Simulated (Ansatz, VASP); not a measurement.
**One calculation of RbP2, two programs**

```xyz
3
Lattice="4.2134 0.0000 0.0000 -2.1067 3.6489 0.0000 0.0000 0.0000 5.3328" Properties=species:S:1:pos:R:3 pbc="T T T"
Rb    0.0000    0.0000    0.0000
P     0.0000    2.4326    2.6664
P     2.1067    1.2163    2.6664
```

Alike in both runs: functional PBE; k mesh 6 × 6 × 4; occupations gaussian, width 0.1 eV; no spin polarisation.

Ansatz relaxed the structure, and its values are those at the end. VASP's run is a single point on that final structure, the one shown.

```csv
,VASP,Ansatz
version,VASP 6.6.1,Ansatz 0.2.0
potentials or method,"VASP PAW PBE potentials, release 64 (Rb_sv, P)","scalar-relativistic, plane waves, PAW"
plane-wave cutoff (eV),520,420
valence electrons in the cell,19,19
```

```csv
,VASP,Ansatz,Ansatz less VASP
gap on the k mesh at the Fermi level (eV),none,none,-
pressure (GPa),0.0,0.0,+0.01
```

A gap of «none» marks a metal or a gap that the smearing closes. The functional is the same, so the differences come from potentials, cutoffs and numerics.
